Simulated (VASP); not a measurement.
Input:

```xyz
3
Lattice="0.0000 3.2077 3.2077 3.2077 0.0000 3.2077 3.2077 3.2077 0.0000" Properties=species:S:1:pos:R:3 pbc="T T T"
Mg     1.6038     1.6038     1.6038
Mg     4.8115     4.8115     4.8115
Si     0.0000     0.0000     0.0000
```

Computed with RPBE GGA, VASP's PBE PAW potentials (set 64) (plane waves; VASP 6.6.1). Numerical set-up: 520 eV cut-off, Gaussian smearing of 0.050 eV, potentials Mg Si.

Question: Give the energies of bands 2 to 7 at the high-symmetry points, in eV from the valence-band maximum.

Answer: 
| band | Γ | X | U | L | W |
|---|---|---|---|---|---|
| 2 | 0.00 | -4.32 | -3.91 | -4.63 | -3.51 |
| 3 | 0.00 | -1.90 | -3.35 | -0.69 | -3.51 |
| 4 | 0.00 | -1.90 | -1.58 | -0.69 | -2.57 |
| 5 | 1.80 | 0.28 | 0.74 | 1.23 | 2.68 |
| 6 | 2.55 | 0.44 | 2.96 | 2.56 | 3.52 |
| 7 | 2.55 | 7.82 | 5.79 | 2.56 | 3.52 |

The gap is indirect, 0.28 eV, from the valence maximum at Γ to the conduction minimum at X.

Measured: gap 0.77 eV (computed value off by -0.49 eV), as given by Byungki Ryu et al., Journal of the Korean Physical Society (2019), arXiv:1905.06140.

The compound is Mg2Si in the antifluorite structure. It was relaxed first.
